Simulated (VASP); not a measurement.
Given:

```
CELL_PARAMETERS angstrom
      0.00000     2.51007     2.51007
      2.51007     0.00000     2.51007
      2.51007     2.51007     0.00000
ATOMIC_POSITIONS crystal
  Hf 0.00000 0.00000 0.00000
  O  0.75000 0.75000 0.75000
  O  0.25000 0.25000 0.25000
```

All values below come from PBEsol GGA, VASP's PBE PAW potentials (set 64) (plane waves; VASP). Settings: 520 eV cut-off, 7×7×7 Γ-centred mesh, Gaussian smearing of 0.050 eV, potentials Hf_pv O.

### Question
Predict the energy per atom (σ→0).

### Answer

```json
{
 "energy per atom (σ→0)": "-10.546 eV/atom"
}
```

The structure comes from a computed database's HfO2 entry (Fm-3m); how it stands against other phases isn't given here. It was relaxed first. The start is the result of an earlier pass.
